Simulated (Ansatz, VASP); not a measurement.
**CuF: VASP beside Ansatz**

```xyz
4
Lattice="3.0087 0.0000 0.0000 -1.5044 2.6056 0.0000 0.0000 0.0000 4.9133" Properties=species:S:1:pos:R:3 pbc="T T T"
Cu    0.0000    0.0000    0.0000
Cu    0.0000    1.7371    2.4566
F     0.0000    0.0000    1.8425
F     0.0000    1.7371    4.2991
```

The cell was built by a generator and needn't be a form met in nature.

Alike in both runs: task single point; functional PBE; k mesh 9 × 9 × 4; occupations gaussian, width 0.1 eV; collinear spin.

```csv
,VASP,Ansatz
version,VASP 6.6.1,Ansatz 0.2.0
potentials or method,"VASP PAW PBE potentials, release 64 (Cu, F)","scalar-relativistic, plane waves, PAW"
plane-wave cutoff (eV),520,420
valence electrons in the cell,36,52
```

VASP gave:

| Quantity | Value |
| --- | --- |
| gap on the k mesh at the Fermi level (eV) | none |
| rms of the force components (eV/Å) | 0.040 |
| net moment per atom (μB) | 0.00 |

**Question.** Estimate Ansatz's values.

**Answer.** gap on the k mesh at the Fermi level (eV): none; rms of the force components (eV/Å): 0.039; net moment per atom (μB): 0.00.

A gap of «none» marks a metal or a gap that the smearing closes. The functional is the same, so the differences come from potentials, cutoffs and numerics. The two sets of potentials don't hold the same shells in valence. Ansatz warned: «seeded_moment_not_kept».

Caveats: semilocal functionals often make such compounds metallic where correlation or magnetic order opens a gap, which also shifts bond lengths. With open d or f shells a metallic result of PBE can be an artefact of self-interaction; +U or a hybrid may open a gap.
